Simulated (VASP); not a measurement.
Given:

```
CELL_PARAMETERS angstrom
     -2.14440     2.14440     4.64848
      2.14440    -2.14440     4.64848
      2.14440     2.14440    -4.64848
ATOMIC_POSITIONS crystal
  Hf 0.75000 0.25000 0.50000
  Hf 0.25000 0.75000 0.50000
  Hf 0.50000 0.50000 0.00000
  Bi 0.00000 0.00000 0.00000
```

Method: LDA (Ceperley-Alder, Perdew-Zunger), VASP's LDA PAW potentials (set 64) (plane waves; VASP 6.6.1). Numerical set-up: 400 eV cut-off, Gaussian smearing of 0.050 eV, potentials Hf_pv Bi_d.

### Question
Give the energies of bands 16 to 26 at the high-symmetry points, in eV from the Fermi level.

### Answer

| band | Γ | X | P | N | M | S | R |
|---|---|---|---|---|---|---|---|
| 16 | -4.29 | -5.26 | -4.76 | -6.38 | -6.48 | -5.93 | -5.09 |
| 17 | -3.93 | -3.65 | -4.76 | -4.43 | -3.33 | -5.26 | -4.44 |
| 18 | -3.03 | -3.59 | -3.81 | -3.52 | -2.65 | -3.28 | -4.15 |
| 19 | -3.03 | -3.23 | -2.44 | -1.89 | -1.72 | -2.16 | -2.40 |
| 20 | -1.61 | -2.76 | -1.78 | -1.73 | -1.72 | -1.38 | -2.37 |
| 21 | -1.09 | -0.97 | -1.78 | -0.78 | -1.71 | -1.18 | -0.66 |
| 22 | -0.70 | -0.11 | -0.39 | 0.01 | -1.71 | 0.17 | -0.38 |
| 23 | -0.64 | 0.08 | 0.35 | 0.42 | -1.23 | 0.17 | -0.12 |
| 24 | 0.28 | 0.46 | 0.35 | 0.69 | -0.38 | 0.41 | 0.45 |
| 25 | 0.28 | 1.35 | 1.45 | 0.96 | 1.06 | 1.08 | 0.99 |
| 26 | 1.59 | 1.45 | 1.58 | 1.47 | 1.80 | 1.38 | 1.64 |

It has no gap at this level: it comes out as a metal or semimetal.

The structure comes from a computed database's Hf3Bi entry (I4/mmm); how it stands against other phases isn't given here. It was relaxed first, which changed the volume by -7 %. The electron count is odd and the run is not spin-polarised, which forces a metal.
